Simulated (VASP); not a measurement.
These are PBE GGA, VASP's PBE PAW potentials (set 64) (plane waves; VASP) values and carry that method's errors.

VASP input:

### INCAR
```
SYSTEM = I
PREC = Accurate
ENCUT = 210
EDIFF = 1E-6
NELM = 100
ALGO = Normal
LREAL = .FALSE.
LASPH = .TRUE.
ISMEAR = 0
SIGMA = 0.05
GGA = PE
LMAXMIX = 4
LWAVE = .FALSE.
LCHARG = .FALSE.
ISIF = 2
```

File KPOINTS:
```
Automatic mesh
0
Gamma
8 8 8
0 0 0
```

**POSCAR**
```
I
4.3530740
  0.5501859146  -0.8350420875   0.0000000000
  0.5501859146   0.8350420875   0.0000000000
  0.0000000000   0.0000000000   2.2489854296
I
4
direct
  0.8427600000   0.8386630000   0.8850020000
  0.6633590000   0.6602970000   0.3820250000
  0.3442770000   0.3501650000   0.6162250000
  0.1496040000   0.1508750000   0.1167470000
```

POTCAR, in this order: I (PBE.64 set). Program: vasp_std.

Output of the run:

File OSZICAR:
```
       N       E                     dE             d eps       ncg     rms          rms(c)
DAV:   1     0.109157259459E+03    0.10916E+03   -0.63938E+03  9360   0.598E+02
DAV:   2     0.760489168038E+00   -0.10840E+03   -0.10668E+03 13732   0.142E+02
DAV:   3    -0.603125078596E+01   -0.67917E+01   -0.67808E+01 10484   0.429E+01
DAV:   4    -0.616455236329E+01   -0.13330E+00   -0.13328E+00 12508   0.727E+00
DAV:   5    -0.616713826986E+01   -0.25859E-02   -0.25859E-02 10440   0.800E-01    0.949E+00
DAV:   6    -0.599093032777E+01    0.17621E+00   -0.16050E-01 10186   0.210E+00    0.637E+00
DAV:   7    -0.594005985771E+01    0.50870E-01   -0.38627E-01 10020   0.324E+00    0.595E-01
DAV:   8    -0.593150466899E+01    0.85552E-02   -0.49226E-02  9828   0.119E+00    0.401E-01
DAV:   9    -0.593158336628E+01   -0.78697E-04   -0.11178E-03 10326   0.206E-01    0.138E-01
DAV:  10    -0.593165751254E+01   -0.74146E-04   -0.11072E-04 11074   0.670E-02    0.260E-02
DAV:  11    -0.593166809328E+01   -0.10581E-04   -0.15486E-05 10758   0.234E-02    0.137E-02
DAV:  12    -0.593167040307E+01   -0.23098E-05   -0.23957E-06  6538   0.958E-03    0.704E-03
DAV:  13    -0.593167077535E+01   -0.37228E-06   -0.38797E-07  5524   0.386E-03
   1 F= -.59316708E+01 E0= -.59316708E+01  d E =-.207548E-14
```

File OUTCAR:
```
------------------------ aborting loop because EDIFF is reached ----------------------------------------
  FORCE on cell =-STRESS in cart. coord.  units (eV):
  Direction    XX          YY          ZZ          XY          YZ          ZX
  --------------------------------------------------------------------------------------
  Total        0.5427390      1.2117591      1.0364222      0.0037116      0.0130059      0.3614902
  in kB        5.1012783     11.3894893      9.7414743      0.0348855      0.1222445      3.3976962
  external PRESSURE =       8.7440806 kB  Pullay stress =       0.0000000 kB
  volume of cell :      170.46
      direct lattice vectors                 reciprocal lattice vectors
     2.395000000 -3.635000000  0.000000000     0.208768267 -0.137551582  0.000000000
     2.395000000  3.635000000  0.000000000     0.208768267  0.137551582  0.000000000
     0.000000000  0.000000000  9.790000000     0.000000000  0.000000000  0.102145046
 POSITION                                       TOTAL-FORCE (eV/Angst)
 -----------------------------------------------------------------------------------
      4.02701     -0.01489      8.66417        -0.258981      0.016610     -0.571929
      3.17016     -0.01113      3.74002         0.094050      0.017525     -0.320015
      1.66319      0.02140      6.03284        -0.073701     -0.021905      0.337305
      0.71965      0.00462      1.14295         0.238632     -0.012230      0.554638
 -----------------------------------------------------------------------------------
    total drift:                                0.000143      0.000039     -0.000185
  FREE ENERGIE OF THE ION-ELECTRON SYSTEM (eV)
  ---------------------------------------------------
  free  energy   TOTEN  =        -5.9316707753 eV

  energy  without entropy=       -5.9316707753  energy(sigma->0) =       -5.93167078
```
(Selected blocks of OUTCAR.)

At this cut-off the stress carries a Pulay error, which pulls relaxed volumes low.

The structure is a typed I crystal. The cell was not relaxed at this level, atoms are displaced from their ideal sites. The run is one of a series of settings (ENCUT = 210, KPOINTS 8×8×8 Γ-centred mesh against the base run), some of them coarse on purpose.
